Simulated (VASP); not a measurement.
```yaml
crystal:
  lattice:
    - [0.00000, 2.81473, 2.81473]
    - [2.81473, 0.00000, 2.81473]
    - [2.81473, 2.81473, 0.00000]
  atoms:
    - { symbol: Ge, position: [0.00000, 0.00000, 0.00000] }
    - { symbol: Ge, position: [0.25000, 0.25000, 0.25000] }
```

Computed with revTPSS meta-GGA, VASP's PBE PAW potentials (set 64) (plane waves; VASP). Settings: 520 eV cut-off, 8×8×8 Γ-centred mesh, Gaussian smearing of 0.050 eV, potentials Ge_d.

Problem. Give the stress tensor in GPa (positive for a compressed cell).

Solution. 
```
-2.55   0.00   0.00
 0.00  -2.55   0.00
 0.00   0.00  -2.55
```
The pressure is its mean diagonal, -2.55 GPa.

The compound is Ge in the diamond structure. This cell is one point of a volume scan, at 1.03 of the reference volume.
